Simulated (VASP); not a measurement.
Computed with PBE GGA, VASP's PBE PAW potentials (set 64) (plane waves; VASP 6.6.1).

VASP input:

**INCAR**
```
SYSTEM=YbSe
PREC=Accurate; ENCUT=400; LREAL=.False.
LASPH=.True.; KSPACING=0.6; KGAMMA=.True.
EDIFF=1E-6; NELM=100; ALGO=Normal
LMAXMIX=6
ISMEAR=0; SIGMA=0.05
GGA=PE
ISIF=2
LWAVE=.False.; LCHARG=.False.
```

POSCAR:
```
YbSe
1
    4.7230640000     0.0000000000     0.0000000000
    0.0000000000     4.7230640000     0.0000000000
    0.0000000000     0.0000000000     5.9514540000
Yb Se
2 2
Direct
  0.5000000000   0.0000000000   0.2368000000
  0.0000000000   0.5000000000   0.7632000000
  0.0000000000   0.0000000000   0.0000000000
  0.5000000000   0.5000000000   0.0000000000
```

POTCAR, in this order: Yb_2 Se (PBE.64 set). Program: vasp_std.

The resulting files:

File OSZICAR:
```
       N       E                     dE             d eps       ncg     rms          rms(c)
DAV:   1     0.124587921701E+03    0.12459E+03   -0.10665E+04   216   0.111E+03
DAV:   2    -0.990691390890E+01   -0.13449E+03   -0.13232E+03   318   0.262E+02
DAV:   3    -0.168011765230E+02   -0.68943E+01   -0.68843E+01   236   0.478E+01
DAV:   4    -0.169029224867E+02   -0.10175E+00   -0.10170E+00   278   0.687E+00
DAV:   5    -0.169039805610E+02   -0.10581E-02   -0.10580E-02   294   0.767E-01    0.197E+01
DAV:   6    -0.147310165846E+02    0.21730E+01   -0.42031E+00   234   0.899E+00    0.121E+01
DAV:   7    -0.143624763066E+02    0.36854E+00   -0.27646E+00   248   0.688E+00    0.385E+00
DAV:   8    -0.143621964868E+02    0.27982E-03   -0.83425E-01   228   0.423E+00    0.120E+00
DAV:   9    -0.143128370561E+02    0.49359E-01   -0.95635E-02   234   0.130E+00    0.113E+00
DAV:  10    -0.143002481182E+02    0.12589E-01   -0.59863E-02   248   0.980E-01    0.231E-01
DAV:  11    -0.143012894123E+02   -0.10413E-02   -0.46117E-03   236   0.368E-01    0.406E-01
DAV:  12    -0.143010646320E+02    0.22478E-03   -0.16360E-04   228   0.764E-02    0.299E-01
DAV:  13    -0.143009221869E+02    0.14245E-03   -0.24111E-03   234   0.192E-01    0.141E-01
DAV:  14    -0.143007825788E+02    0.13961E-03   -0.29663E-04   236   0.745E-02    0.537E-02
DAV:  15    -0.143007824564E+02    0.12240E-06   -0.11072E-05   236   0.184E-02    0.474E-02
DAV:  16    -0.143007734644E+02    0.89920E-05   -0.20934E-05   242   0.188E-02    0.130E-02
DAV:  17    -0.143007730117E+02    0.45262E-06   -0.87162E-07   158   0.518E-03
   1 F= -.14300773E+02 E0= -.14294571E+02  d E =-.124035E-01
```

**OUTCAR**
```
------------------------ aborting loop because EDIFF is reached ----------------------------------------
  FORCE on cell =-STRESS in cart. coord.  units (eV):
  Direction    XX          YY          ZZ          XY          YZ          ZX
  --------------------------------------------------------------------------------------
  Total        7.6007111      7.6007111     -2.7581992      0.0000000     -0.0000000      0.0000000
  in kB       91.7263397     91.7263397    -33.2862963      0.0000000     -0.0000000      0.0000000
  external PRESSURE =      50.0554610 kB  Pullay stress =       0.0000000 kB
  volume of cell :      132.76
      direct lattice vectors                 reciprocal lattice vectors
     4.723064000  0.000000000  0.000000000     0.211726964  0.000000000  0.000000000
     0.000000000  4.723064000  0.000000000     0.000000000  0.211726964  0.000000000
     0.000000000  0.000000000  5.951454000     0.000000000  0.000000000  0.168026166
 POSITION                                       TOTAL-FORCE (eV/Angst)
 -----------------------------------------------------------------------------------
      2.36153      0.00000      1.40930        -0.000000      0.000000     -0.435091
      0.00000      2.36153      4.54215         0.000000      0.000000      0.435091
      0.00000      0.00000      0.00000        -0.000000     -0.000000      0.000000
      2.36153      2.36153      0.00000         0.000000      0.000000      0.000000
 -----------------------------------------------------------------------------------
    total drift:                                0.000000     -0.000000     -0.000000
  FREE ENERGIE OF THE ION-ELECTRON SYSTEM (eV)
  ---------------------------------------------------
  free  energy   TOTEN  =       -14.3007730117 eV

  energy  without entropy=      -14.2883695588  energy(sigma->0) =      -14.29457129
```
(Selected blocks of OUTCAR.)

The 4f electrons are frozen in the core of the lanthanide potential, so 4f levels, which can set the real gap, and their magnetism are missing.

The structure was generated: YbSe was put into the litharge type (P4/nmm), which need not be its known phase. The cell was not relaxed at this level. The run is one of a series of settings (KGAMMA = .TRUE., KSPACING = 0.6, KPOINTS file removed against the base run), some of them coarse on purpose.
